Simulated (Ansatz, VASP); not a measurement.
TaSbSe in VASP and in Ansatz

```
Ta Sb Se
1.0
     3.62291    0.00000    0.00000
     0.00000    3.62291    0.00000
     0.00000    0.00000    5.64195
Ta Sb Se
1 1 1
Direct
  0.00000 0.00000 0.00000
  0.00000 0.00000 0.50000
  0.50000 0.50000 0.00000
```

Alike in both runs: functional PBE; k mesh 4 × 4 × 4; occupations gaussian, width 0.1 eV; no spin polarisation.

Ansatz relaxed the structure, and its values are those at the end. VASP's run is a single point on that final structure, the one shown.

|  | VASP | Ansatz |
| --- | --- | --- |
| version | VASP 6.6.1 | Ansatz 0.2.0 |
| potentials or method | VASP PAW PBE potentials, release 64 (Ta_pv, Sb, Se) | scalar-relativistic, plane waves, PAW |
| plane-wave cutoff (eV) | 520 | 420 |
| valence electrons in the cell | 22 | 44 |

```tsv
	VASP	Ansatz	Ansatz less VASP
gap on the k mesh at the Fermi level (eV)	none	none	-
pressure (GPa)	-0.1	-0.2	-0.09
```

A gap of «none» marks a metal or a gap that the smearing closes. The two sets of potentials don't hold the same shells in valence.

Caveats: the k mesh is coarse (spacing up to 0.43 Å⁻¹), so the values aren't converged. The runs have no spin-orbit coupling, so splittings on Sb, Ta are missing.
